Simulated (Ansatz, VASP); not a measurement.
## GaSbAs2 in VASP and in Ansatz

```
CELL_PARAMETERS angstrom
3.68244 0.00000 0.00000
0.00000 3.68244 0.00000
0.00000 0.00000 6.68969
ATOMIC_POSITIONS crystal
Ga 0.50000 0.50000 0.00000
Sb 0.00000 0.00000 0.50000
As 0.50000 0.00000 0.78321
As 0.00000 0.50000 0.21679
```

Alike in both runs: functional PBE; k mesh 12 × 12 × 6; occupations fermi-dirac, width 0.15 eV; no spin polarisation.

Ansatz relaxed the structure, and its values are those at the end. VASP's run is a single point on that final structure, the one shown.

|  | VASP | Ansatz |
| --- | --- | --- |
| version | VASP 6.6.1 | Ansatz 0.2.0 |
| potentials or method | VASP PAW PBE potentials, release 64 (Ga_d, Sb, As) | scalar-relativistic, plane waves, PAW |
| plane-wave cutoff (eV) | 520 | 420 |
| valence electrons in the cell | 28 | 58 |

|  | VASP | Ansatz | Ansatz less VASP |
| --- | --- | --- | --- |
| gap on the k mesh at the Fermi level (eV) | none | none | - |
| pressure (GPa) | 15.2 | 15.0 | -0.25 |

A gap of «none» marks a metal or a gap that the smearing closes. The two sets of potentials don't hold the same shells in valence.

Caveats: so large a pressure means that the cell lies far from this level's equilibrium, or that cutoff or potentials fall short (VASP). Spin-orbit coupling is left out, which matters for the levels of Sb.
